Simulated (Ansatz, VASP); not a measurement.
# One calculation of Ti3P2, two programs

INCAR

```
SYSTEM = Ti3P2
PREC     = Accurate       ! precision mode
ENCUT    = 600            ! plane-wave cutoff, eV
EDIFF    = 1E-6           ! SCF threshold, eV
ISMEAR   = 0              ! smearing method
SIGMA    = 0.1            ! smearing width, eV
LREAL    = .False.        ! projectors in reciprocal space
LASPH    = .True.         ! aspherical terms in the spheres
NELM     = 60             ! most SCF steps
ALGO     = Fast           ! electronic algorithm
ISIF     = 3              ! what is computed and relaxed
LWAVE    = .False.        ! write WAVECAR
LCHARG   = .False.        ! write CHGCAR
GGA      = PE             ! functional
IBRION   = 2              ! ionic algorithm
NSW      = 100            ! ionic steps
EDIFFG   = -0.01          ! ionic threshold
```

Contents of KPOINTS:

```
regular mesh
0
Gamma
  8 8 8
  0 0 0
```

Contents of POSCAR:

```
Ti3P2
1.0
    4.4967746276      0.0000000000      0.0000000000
    0.0000000000      4.4967746276      0.0000000000
    0.0000000000      0.0000000000      4.4967746276
Ti P
3 2
Direct
    0.0000000000      0.5000000000      0.5000000000
    0.5000000000      0.0000000000      0.5000000000
    0.5000000000      0.5000000000      0.0000000000
    0.0000000000      0.0000000000      0.0000000000
    0.5000000000      0.5000000000      0.5000000000
```

Input for Ansatz:

```yaml
crystal:
  lattice:
    - [4.4967746276, 0.0, 0.0]
    - [0.0, 4.4967746276, 0.0]
    - [0.0, 0.0, 4.4967746276]
  atoms:
    - { symbol: Ti, position: [0.0, 0.5, 0.5] }
    - { symbol: Ti, position: [0.5, 0.0, 0.5] }
    - { symbol: Ti, position: [0.5, 0.5, 0.0] }
    - { symbol: P, position: [0.0, 0.0, 0.0] }
    - { symbol: P, position: [0.5, 0.5, 0.5] }
basis:
  ecutwfc: 420
kpoints:
  mp_grid: { grid: [8, 8, 8] }
hamiltonian:
  xc: pbe
scf:
  occupations: { method: gaussian, width: 0.1 }
output:
  forces: true
  stress: true
  eigenvalues: true
  write_density: true
  write_potential: true
  elf: true
  volumetric_format: npy
relax:
  adjacent_minimum: "off"
  f_tol: 0.01
  max_steps: 80
  cell: { stress_tol: 0.05 }
```

Alike in both runs: task relaxation of cell and atoms; functional PBE; k mesh 8 × 8 × 8; occupations gaussian, width 0.1 eV; no spin polarisation.

```csv
,VASP,Ansatz
version,VASP 6.6.1,Ansatz 0.2.0
potentials or method,"VASP PAW PBE potentials, release 64 (Ti_sv, P)","scalar-relativistic, plane waves, PAW"
plane-wave cutoff (eV),600,420
valence electrons in the cell,46,46
```

```csv
,VASP,Ansatz,Ansatz less VASP
"gap on the k mesh at the Fermi level, each at its own relaxed structure (eV)",none,none,-
relaxed volume (Å³/atom),18.23,18.21,-0.023
relaxed cell length with the largest relative difference (Å),4.500,4.498,-0.0019
```

A gap of «none» marks a metal or a gap that the smearing closes.
